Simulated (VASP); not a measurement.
# CsLiCr2Te2S3 (C2/m) in VASP: a series of runs

One crystal, CsLiCr2Te2S3, is run at these levels: PBE; tasks: atomic charges, electron localisation function.

All numbers are computed with VASP 6.6.1; they aren't measurements. Logs are shortened: lines on timing, memory, paths and dates and some standing lists are left out, and cuts for length are marked.

## Step 1: Starting point

Symmetry: C2/m, No. 12, monoclinic system. Conventional cell: a = 14.579 Å, b = 4.209 Å, c = 7.709 Å, α = 90.00°, β = 109.04°, γ = 90.00°. Around Cs (site symmetry 2/m) lie 6 S at 3.84 to 3.85 Å and 6 Te at 4.08 to 4.23 Å and 2 Cs at 4.21 Å and 2 Cr at 4.27 Å and 4 Li at 4.39 Å. Around Li (site symmetry 2/m) lie 2 S at 2.10 Å. Cr (site symmetry m) has 4 S at 2.33 to 2.46 Å as nearest neighbours. Around Te (site symmetry m) lie 2 Cr at 2.84 Å and 1 Li at 3.10 Å and 1 S at 3.19 Å. S (site symmetry m) has 3 Cr at 2.33 to 2.46 Å as nearest neighbours. S (site symmetry 2/m) is surrounded by 2 Li at 2.10 Å and 2 Cr at 2.38 Å.

The cell was built by a generator and needn't be a form met in nature.

## Step 2: Atomic charges, PBE, collinear spin, ferromagnetic start

The input, INCAR:

```
SYSTEM = CsLiCr2Te2S3
PREC     = Accurate       ! precision mode
ENCUT    = 520            ! plane-wave cutoff, eV
EDIFF    = 1E-6           ! SCF threshold, eV
ISMEAR   = -1             ! smearing method
SIGMA    = 0.05           ! smearing width, eV
LREAL    = .FALSE.        ! projectors in reciprocal space
LASPH    = .TRUE.         ! aspherical terms in the spheres
NELM     = 120            ! most SCF steps
ALGO     = Normal         ! electronic algorithm
ISIF     = 2              ! what is computed and relaxed
LWAVE    = .FALSE.        ! write WAVECAR
LCHARG   = .FALSE.        ! write CHGCAR
ISPIN    = 2              ! spin polarisation
MAGMOM   = 0 0 3 3 0 0 0 0 0 ! initial moments
LORBIT   = 11             ! projections on sites
LMAXMIX  = 4              ! l up to which the mixer works
GGA      = PE             ! functional
KPAR     = 4
```

The input, KPOINTS:

```
regular mesh
0
G
  7 7 4
  0 0 0
```

The input, POSCAR:

```
CsLiCr2Te2S3
1.0
    7.2895900000     -2.1043300000      0.0177200000
    7.2895900000      2.1043300000      0.0177200000
   -2.5331500000      0.0000000000      7.2810000000
Cs Li Cr Te S
1 1 2 2 3
Direct
    0.5000000000      0.5000000000      0.0000000000
    0.0000000000      0.0000000000      0.5000000000
    0.3287000000      0.3287000000      0.4330000000
    0.6713000000      0.6713000000      0.5670000000
    0.8067200000      0.8067200000      0.1742700000
    0.1932800000      0.1932800000      0.8257300000
    0.1635800000      0.1635800000      0.3971300000
    0.8364200000      0.8364200000      0.6028700000
    0.5000000000      0.5000000000      0.5000000000
```

Potentials or basis: VASP PAW PBE potentials, release 64 (Cs_sv, Li_sv, Cr_pv, Te, S).

On the command line:

```bash
$ cat potpaw_PBE.64/Cs_sv/POTCAR potpaw_PBE.64/Li_sv/POTCAR potpaw_PBE.64/Cr_pv/POTCAR potpaw_PBE.64/Te/POTCAR potpaw_PBE.64/S/POTCAR > POTCAR
$ mpirun -np 4 vasp_std > vasp.out
```

OUTCAR:

```text
SYSTEM = CsLiCr2Te2S3
   PREC = Accurate
   ENCUT = 520
   EDIFF = 1E-6
   ISMEAR = -1
   LREAL = .FALSE.
   LASPH = .TRUE.
   NELM = 120
   ISIF = 2
   ISPIN = 2
   LORBIT = 11
   GGA = PE

 ion  position               nearest neighbor table
   1  0.500  0.500  0.000-
   2  0.000  0.000  0.500-   9 2.10   9 2.10   5 3.10   6 3.10
   3  0.329  0.329  0.433-   7 2.33   9 2.38   8 2.46   8 2.46   5 2.84   5 2.84
   4  0.671  0.671  0.567-   8 2.33   9 2.38   7 2.46   7 2.46   6 2.84   6 2.84
   5  0.807  0.807  0.174-   3 2.84   3 2.84   2 3.10   8 3.19   6 3.39   6 3.39
   6  0.193  0.193  0.826-   4 2.84   4 2.84   2 3.10   7 3.19   5 3.39   5 3.39
   7  0.164  0.164  0.397-   3 2.33   4 2.46   4 2.46   6 3.19
   8  0.836  0.836  0.603-   4 2.33   3 2.46   3 2.46   5 3.19
   9  0.500  0.500  0.500-   2 2.10   2 2.10   3 2.38   4 2.38

  LATTYP: Found a base centered monoclinic cell.
 ALAT       =    14.5792230748
 B/A-ratio  =     0.2886751906
 C/A-ratio  =     0.5287711959
 COS(beta)  =    -0.3262964791

  Lattice vectors:

 A1 = (   7.2895900000,  -2.1043300000,   0.0177200000)
 A2 = (   7.2895900000,   2.1043300000,   0.0177200000)
 A3 = (  -2.5331500000,   0.0000000000,   7.2810000000)

Analysis of symmetry for initial positions (statically):
=====================================================================
 Subroutine PRICEL returns:
 Original cell was already a primitive cell.

 Routine SETGRP: Setting up the symmetry group for a
 base centered monoclinic supercell.

 Subroutine GETGRP returns: Found  4 space group operations
 (whereof  4 operations were pure point group operations)
 out of a pool of  4 trial point group operations.

The static configuration has the point symmetry C_2h.

Analysis of symmetry for dynamics (positions and initial velocities):
=====================================================================
 Subroutine PRICEL returns:
 Original cell was already a primitive cell.

 Routine SETGRP: Setting up the symmetry group for a
 base centered monoclinic supercell.

 Subroutine GETGRP returns: Found  4 space group operations
 (whereof  4 operations were pure point group operations)
 out of a pool of  4 trial point group operations.

The dynamic configuration has the point symmetry C_2h.

Analysis of structural, dynamic, and magnetic symmetry:
=====================================================================
 Subroutine PRICEL returns:
 Original cell was already a primitive cell.

 Routine SETGRP: Setting up the symmetry group for a
 base centered monoclinic supercell.

 Subroutine GETGRP returns: Found  4 space group operations
 (whereof  4 operations were pure point group operations)
 out of a pool of  4 trial point group operations.

The overall configuration has the point symmetry C_2h.

 Subroutine INISYM returns: Found  4 space group operations
 (whereof  4 operations are pure point group operations),
 and found     1 'primitive' translations

----------------------------------------------------------------------------------------

                                     Primitive cell

  volume of cell :     223.5657

  direct lattice vectors                    reciprocal lattice vectors
     7.289590000 -2.104330000  0.017720000     0.068533003 -0.237605319  0.023843480
     7.289590000  2.104330000  0.017720000     0.068533003  0.237605319  0.023843480
    -2.533150000  0.000000000  7.281000000    -0.000333582  0.000000000  0.137227714

  length of vectors
     7.587268357  7.587268357  7.709073221     0.248438265  0.248438265  0.137228120

  position of ions in fractional coordinates (direct lattice)
     0.500000000  0.500000000  1.000000000
     0.000000000  0.000000000  0.500000000
     0.328700000  0.328700000  0.433000000
     0.671300000  0.671300000  0.567000000
     0.806720000  0.806720000  0.174270000
     0.193280000  0.193280000  0.825730000
     0.163580000  0.163580000  0.397130000
     0.836420000  0.836420000  0.602870000
     0.500000000  0.500000000  0.500000000

  ion indices of the primitive-cell ions
   primitive index   ion index
                 1           1
[... 62 lines left out ...]
   k-points           NKPTS =     60   k-points in BZ     NKDIM =     60   number of bands    NBANDS=     42
   number of dos      NEDOS =    301   number of ions     NIONS =      9
   total plane-waves  NPLWV = 188160
   dimension x,y,z NGX =    56 NGY =   56 NGZ =   60
   dimension x,y,z NGXF=   112 NGYF=  112 NGZF=  120
   ions per type =               1   1   2   2   3
   NGX,Y,Z   is equivalent  to a cutoff of  12.27, 12.27, 12.94 a.u.
   NGXF,Y,Z  is equivalent  to a cutoff of  24.54, 24.54, 25.88 a.u.
 SYSTEM =  CsLiCr2Te2S3
   PREC   = accura    normal or accurate (medium, high low for compatibility)
   ISTART =      0    job   : 0-new  1-cont  2-samecut
   ICHARG =      2    charge: 1-file 2-atom 10-const
   ISPIN  =      2    spin polarized calculation?
   LNONCOLLINEAR =      F non collinear calculations
   LSORBIT =      F    spin-orbit coupling
   LASPH  =      T    aspherical Exc in radial PAW
   ENCUT  =  520.0 eV  38.22 Ry    6.18 a.u.  14.11 14.11 14.33*2*pi/ulx,y,z
   NELM   =    120;   NELMIN=  2; NELMDL= -5     # of ELM steps
   EDIFF  = 0.1E-05   stopping-criterion for ELM
   LREAL  =      F    real-space projection
   EDIFFG = 0.1E-04   stopping-criterion for IOM
   NSW    =      0    number of steps for IOM
   IBRION =     -1    ionic relax: 0-MD 1-quasi-New 2-CG
   NFREE  =      0    steps in history (QN), initial steepest desc. (CG)
   ISIF   =      2    stress and relaxation
   ISYM   =      2    0-nonsym 1-usesym 2-fastsym
   POTIM  = 0.5000    time-step for ionic-motion
   TEBEG  =    0.0;   TEEND  =   0.0 temperature during run
   PSTRESS=    0.0 pullay stress
   NELECT =      66.0000    total number of electrons
   NUPDOWN=      -1.0000    fix difference up-down
   EMIN   =  10.00;   EMAX   =-10.00  energy-range for DOS
   EFERMI =   0.00;   METHOD = LEGACY
   ISMEAR =    -1;   SIGMA  =   0.05  broadening in eV -4-tet -1-fermi 0-gaus
   EFERMI_NEDOS =   21; number of points for ismear=-14 and -15
   IALGO  =     38    algorithm
   IMIX   =      4    mixing-type and parameters
     AMIX     =   0.40;   BMIX     =  1.00
     AMIX_MAG =   1.60;   BMIX_MAG =  1.00
  volume/ion in A,a.u.               =      24.84       167.63
  Fermi-wavevector in a.u.,A,eV,Ry     =   1.090070  2.059934 16.167162  1.188253
  Thomas-Fermi vector in A             =   2.226287
   LORBIT       =     11    0 simple, 1 ext, 2 COOP (PROOUT), +10 PAW based schemes
   GGA     = PE    functional components
   LHFCALC =     F    Hartree Fock is set to
   AEXX    =    0.0000 exact exchange contribution
   IVDW    =     0    specifies the selected vdW correction
   LEPSILON=     F    determine dielectric tensor
   LRPA    =     F    only Hartree local field effects (RPA)
 spin polarized calculation
  energy-cutoff  :      520.00
  volume of cell :      223.57
 maximum number of plane-waves:      6047
   NGX = 29   NGY = 29   NGZ = 29

 number of electron      65.9999991 magnetization       5.2379713

 Free energy of the ion-electron system (eV)
  ---------------------------------------------------
  ext. energy  EPLUGINS =         0.00000000
  ---------------------------------------------------
  free energy    TOTEN  =       -45.78725325 eV

  energy without entropy =      -45.75162741  energy(sigma->0) =      -45.76944033

 E-fermi :   4.1594     XC(G=0):  -9.1778

 val. band max:        4.1569686668   @ k =   0.4286   0.0000   0.0000
 cond. band min:       4.1607494541   @ k =   0.4286   0.2857   0.5000
 fundamental gap:      0.0037807873
 Fermi energy:         4.1594213996

 spin component 1

 k-point     1 :       0.0000    0.0000    0.0000
  band No.  band energies     occupation
      1     -40.8993      1.00000
      2     -39.9403      1.00000
      3     -39.9357      1.00000
      4     -39.8994      1.00000
      5     -39.8941      1.00000
      6     -39.8814      1.00000
[... 1069 lines left out ...]
     41       6.4848      0.00000
     42       7.7558      0.00000

 [... further k-points ...]

 spin component 2

 k-point     1 :       0.0000    0.0000    0.0000
  band No.  band energies     occupation
      1     -40.8927      1.00000
      2     -37.1191      1.00000
      3     -37.1111      1.00000
      4     -37.0814      1.00000
      5     -37.0751      1.00000
      6     -36.9140      1.00000
[... 1069 lines left out ...]
     41       7.5597      0.00000
     42       7.9130      0.00000

 [... further k-points ...]
[... 5 lines left out ...]
  --------------------------------------------------------------------------------------
  -------------------------------------------------------------------------------------
  Total       -0.0613215      0.1016744      0.0187847      0.0000000      0.0000000     -0.0055599
  in kB       -0.4394585      0.7286468      0.1346197      0.0000000      0.0000000     -0.0398448
  external PRESSURE =       0.1412694 kB  Pullay stress =       0.0000000 kB

 VOLUME and BASIS-vectors are now :
 -----------------------------------------------------------------------------
  energy-cutoff  :      520.00
  volume of cell :      223.57
      direct lattice vectors                 reciprocal lattice vectors
     7.289590000 -2.104330000  0.017720000     0.068533003 -0.237605319  0.023843480
     7.289590000  2.104330000  0.017720000     0.068533003  0.237605319  0.023843480
    -2.533150000  0.000000000  7.281000000    -0.000333582  0.000000000  0.137227714

 POSITION                                       TOTAL-FORCE (eV/Angst)
 -----------------------------------------------------------------------------------
      7.28959      0.00000      0.01772         0.000000      0.000000      0.000000
     -1.26658      0.00000      3.64050         0.000000     -0.000000      0.000000
      3.69532      0.00000      3.16432        -0.016585     -0.000000     -0.024002
      8.35071      0.00000      4.15212         0.016585     -0.000000      0.024002
     11.31986      0.00000      1.29745         0.006368     -0.000000      0.024056
      0.72617      0.00000      6.01899        -0.006368     -0.000000     -0.024056
      1.37887      0.00000      2.89730         0.005218     -0.000000     -0.008289
     10.66716      0.00000      4.41914        -0.005218     -0.000000      0.008289
      6.02301      0.00000      3.65822         0.000000     -0.000000      0.000000
 -----------------------------------------------------------------------------------
    total drift:                                0.000000      0.000000     -0.000000

  FREE ENERGIE OF THE ION-ELECTRON SYSTEM (eV)
  ---------------------------------------------------
  free  energy   TOTEN  =       -45.7872532480 eV

  energy  without entropy=      -45.7516274075  energy(sigma->0) =      -45.76944033

 total charge

# of ion       s       p       d       tot
------------------------------------------
    1        1.833   4.700   0.030   6.564
    2        2.037   0.081   0.000   2.118
    3        0.269   6.238   4.078  10.585
    4        0.269   6.238   4.078  10.585
    5        1.390   1.920   0.026   3.335
    6        1.390   1.920   0.026   3.335
    7        1.342   2.361   0.000   3.703
    8        1.342   2.361   0.000   3.703
    9        1.327   2.488   0.000   3.816
--------------------------------------------------
tot         11.201  28.306   8.238  47.745

 magnetization (x)

# of ion       s       p       d       tot
------------------------------------------
    1        0.000  -0.001   0.000   0.000
    2        0.001   0.002   0.000   0.003
    3        0.039   0.028   2.774   2.841
    4        0.039   0.028   2.774   2.841
    5       -0.002  -0.140   0.002  -0.139
    6       -0.002  -0.140   0.002  -0.139
    7       -0.006  -0.147   0.000  -0.152
    8       -0.006  -0.147   0.000  -0.152
    9       -0.003  -0.042   0.000  -0.045
--------------------------------------------------
tot          0.062  -0.557   5.553   5.058
```

Run time: 9.2 min. Hardware: 4 MPI ranks of Intel Xeon Platinum 8488C (Sapphire Rapids), shared host; peak memory 1.2 GiB.

What came out:

```
Free energy                                           : -45.7873 eV
Largest force                                         : 0.029 eV/Å
Band gap on the k mesh                                : none (metal or under the smearing width)
Net moment                                            : 5.24 μB per cell
Site moments                                          : Cs +0.00; Li +0.00; Cr +2.84; Te -0.14; S -0.15, -0.04 μB
Valence electrons inside the program's atomic spheres : Cs 6.56; Li 2.12; Cr 10.59; Te 3.33; S 3.70, 3.82
```

Forces in eV/Å, atoms in the order of the input:
```
Cs   0.000  0.000  0.000
Li   0.000  0.000  0.000
Cr  -0.017  0.000 -0.024
Cr   0.017  0.000  0.024
Te   0.006  0.000  0.024
Te  -0.006  0.000 -0.024
S    0.005  0.000 -0.008
S   -0.005  0.000  0.008
S    0.000  0.000  0.000
```

Caveat: the cutoff is under 1.25 times the usual one of these potentials, so pressure, stress and relaxed cells hold a basis-set (Pulay) error; only a ferromagnetic start was run, and an antiferromagnetic order may lie lower in energy.

[end of part 1 of 2]
